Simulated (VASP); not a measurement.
CoSi2: electrostatic potential with PBE

CoSi2:

```
Co Si
1.0
     0.00000    2.67953    2.67953
     2.67953    0.00000    2.67953
     2.67953    2.67953    0.00000
Co Si
1 2
Direct
  0.00000 0.00000 0.00000
  0.25000 0.25000 0.25000
  0.75000 0.75000 0.75000
```

The cell was built by a generator and needn't be a form met in nature.

| Property | Result |
| --- | --- |
| Program | VASP 6.6.1 |
| Task | electrostatic potential |
| Functional | PBE |
| Potentials or basis | VASP PAW PBE potentials, release 64 (Co, Si) |
| Cutoff | 520 eV |
| k mesh | 14 × 14 × 14 |
| Occupations | methfessel-paxton, width 0.1 eV |
| Spin | no spin polarisation |
| Further INCAR settings | ALGO = Fast; EDIFF = 1e-06 |

```
Pressure               : -0.1 GPa
Band gap on the k mesh : none (metal or under the smearing width)
```

Levels at points of the mesh, in eV from the Fermi level:
```
           k point  band 6  band 7  band 8  band 9  band 10  band 11  band 12
(0.00, 0.00, 0.00)   -1.92    0.72    3.38    3.38     3.43     3.43     3.43
(0.50, 0.00, 0.00)   -1.65   -1.65   -0.50   -0.50     2.67     3.38     3.38
(0.50, 0.50, 0.00)   -1.97   -1.97   -1.93   -1.35     1.54     2.90     8.53
```

Run time: 48 s on 1 thread of Intel(R) Xeon(R) Platinum 8375C CPU @ 2.90GHz (Ice Lake) (shared host), peak memory 0.19 GiB.

Spin polarisation is off, so any magnetic state and its effect on volume and gap are missing.
